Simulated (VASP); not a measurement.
Level of theory: LDA (Ceperley-Alder, Perdew-Zunger), VASP's LDA PAW potentials (set 64) (plane waves; VASP 6.6.1).

VASP input:

**POSCAR**
```
CeO2
1
    0.0000000000     2.7615340000     2.7615340000
    2.7615340000     0.0000000000     2.7615340000
    2.7615340000     2.7615340000     0.0000000000
Ce O
1 2
Direct
  0.0000000000   0.0000000000   0.0000000000
  0.2500000000   0.2500000000   0.2500000000
  0.7500000000   0.7500000000   0.7500000000
```

File KPOINTS:
```
Regular mesh
0
Gamma
 10 10 10
0 0 0
```

**INCAR**
```
# general
SYSTEM  = CeO2
PREC    = Accurate
ENCUT   = 400
LREAL   = F
LASPH   = T   # aspherical one-centre terms

# electronic loop
EDIFF   = 1E-6
NELM    = 100
ALGO    = Normal
LMAXMIX = 6   # l cut-off of mixed one-centre charges

# smearing
ISMEAR  = -1
SIGMA   = 0.05   # width (eV)

# ions
ISIF    = 2   # forces and stress, cell fixed

# output
LWAVE   = F
LCHARG  = F
```

POTCAR, in this order: Ce O (LDA.64 set). Program: vasp_std.

**Question.** What will the output report for the number of irreducible k-points (NKPTS), largest plane-wave count, number of space-group operations, FFT grid (NGX, NGY, NGZ)?

**Answer.** 
```yaml
number of irreducible k-points (NKPTS): 47
largest_plane_wave_count: 785
number_of_space_group_operations: 48
FFT grid (NGX, NGY, NGZ): 28 × 28 × 28
```

The structure is a typed CeO2 crystal. The cell was not relaxed at this level. The run is not spin-polarised, so no magnetic state was tried.
